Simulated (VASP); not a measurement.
Data:

```xyz
4
Lattice="1.5372 -2.6625 0.0000 1.5372 2.6625 0.0000 0.0000 0.0000 5.0471" Properties=species:S:1:pos:R:3 pbc="T T T"
Si     1.5372    -0.8875     2.5215
Si     1.5372     0.8875     5.0451
C      1.5372    -0.8875     4.4182
C      1.5372     0.8875     1.8947
```

Calculation: r2SCAN meta-GGA, VASP's PBE PAW potentials (set 64) (plane waves; VASP 6.6.1). Settings: 520 eV cut-off, 9×9×5 Γ-centred mesh, tetrahedra with Blöchl corrections, potentials Si C.

**Question.** What does the run give for the energy per atom (σ→0), band gap (over mesh and band path) with the smallest direct gap where there is one?

**Answer.** 
```
Quantity                                               Result
---------------------------------------------  --------------
band gap (over mesh and band path)                    2.66 eV
smallest direct gap (over mesh and band path)         4.49 eV
energy per atom (σ→0)                          -9.659 eV/atom
```

Total energies compare only between runs with the same potentials, cut-off and functional.

The compound is SiC in the wurtzite structure, the rare 2H polytype. It was relaxed first.
